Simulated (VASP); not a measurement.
Here is the system:

```yaml
crystal:
  lattice:
    - [0.00000, 2.73638, 2.73638]
    - [2.73638, 0.00000, 2.73638]
    - [2.73638, 2.73638, 0.00000]
  atoms:
    - { symbol: Si, position: [0.25000, 0.25000, 0.25000] }
    - { symbol: Si, position: [0.75000, 0.75000, 0.75000] }
    - { symbol: Ni, position: [0.00000, 0.00000, 0.00000] }
```

Level of theory: PBE GGA, VASP's PBE PAW potentials (set 64) (plane waves; VASP 6.6.1). Run with 300 eV cut-off, 14×14×14 Γ-centred mesh, Fermi-Dirac smearing of 0.050 eV, potentials Si Ni.

At this cut-off the stress carries a Pulay error, which pulls relaxed volumes low.

Question: Give the stress tensor in GPa (positive for a compressed cell).

Answer: 
```
-2.39   0.00   0.00
 0.00  -2.39   0.00
 0.00   0.00  -2.39
```
The pressure is its mean diagonal, -2.39 GPa.

The structure is a typed NiSi2 crystal. The cell was not relaxed at this level. The run is not spin-polarised, so no magnetic state was tried.
